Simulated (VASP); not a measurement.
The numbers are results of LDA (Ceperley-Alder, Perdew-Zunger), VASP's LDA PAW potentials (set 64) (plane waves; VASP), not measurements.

Input for VASP

### POSCAR
```
AuZn
6.30
  0.5000000000   0.0000000000   0.0000000000
  0.0000000000   0.5000000000   0.0000000000
  0.0000000000   0.0000000000   0.5000000000
Zn Au
1 1
Direct
  0.5000000000   0.5000000000   0.5000000000
  0.0000000000   0.0000000000   0.0000000000
```

INCAR:
```
# general
SYSTEM   = AuZn
PREC     = Accurate
ENCUT    = 300   # plane-wave cut-off (eV)
LREAL    = F   # projection in real space or not
LASPH    = T   # aspherical one-centre terms

# electronic loop
EDIFF    = 1E-8
NELM     = 100
ALGO     = Normal   # blocked Davidson
LMAXMIX  = 6

# smearing
ISMEAR   = -1   # Fermi-Dirac
SIGMA    = 0.1

# ions
IBRION   = 8
NSW      = 1
ISIF     = 2

# output
LWAVE    = F
LCHARG   = F

# other
LEPSILON = F
```

KPOINTS:
```
Automatic mesh
0
Gamma
14 14 14
0 0 0
```

POTCAR, in this order: Zn Au (LDA.64 set). Program: vasp_std.

At this cut-off the stress carries a Pulay error, which pulls relaxed volumes low. Unless said otherwise, spin-orbit coupling is left out, though it shifts the bands of the heavy elements here.

Problem. Estimate the energy per atom (σ→0), pressure, band gap (on the k-mesh).

Solution. 
The energy per atom (σ→0) comes out as -3.367 eV/atom and the band gap (on the k-mesh) is none (metal, semimetal or under 0.01 eV). The pressure comes out as -7.06 GPa.

### OSZICAR
```
...
RMM:   8    -0.282348548547E+00    0.92951E-06   -0.88599E-08 13844   0.200E-03    0.126E-04
RMM:   9    -0.282348908881E+00   -0.36033E-06   -0.78205E-09 14493   0.558E-04    0.463E-05
RMM:  10    -0.282348704667E+00    0.20421E-06   -0.11584E-09 14523   0.139E-04    0.130E-05
RMM:  11    -0.282348565752E+00    0.13891E-06   -0.26735E-10 14632   0.419E-05    0.343E-06
RMM:  12    -0.282348534051E+00    0.31701E-07   -0.11935E-10 13652   0.201E-05    0.776E-07
RMM:  13    -0.282348521294E+00    0.12757E-07   -0.35106E-10 12516   0.156E-05    0.121E-06
RMM:  14    -0.282348530606E+00   -0.93126E-08   -0.11118E-09  8954   0.132E-05    0.378E-07
 Linear response finished
```

The structure is a typed AuZn crystal (Pm-3m). The cell was not relaxed at this level. The run is one of a series of settings (EDIFF = 1E-8, IBRION = 8, LEPSILON = .FALSE., NSW = 1 against the base run), some of them coarse on purpose. The electron count is odd and the run is not spin-polarised, which forces a metal.
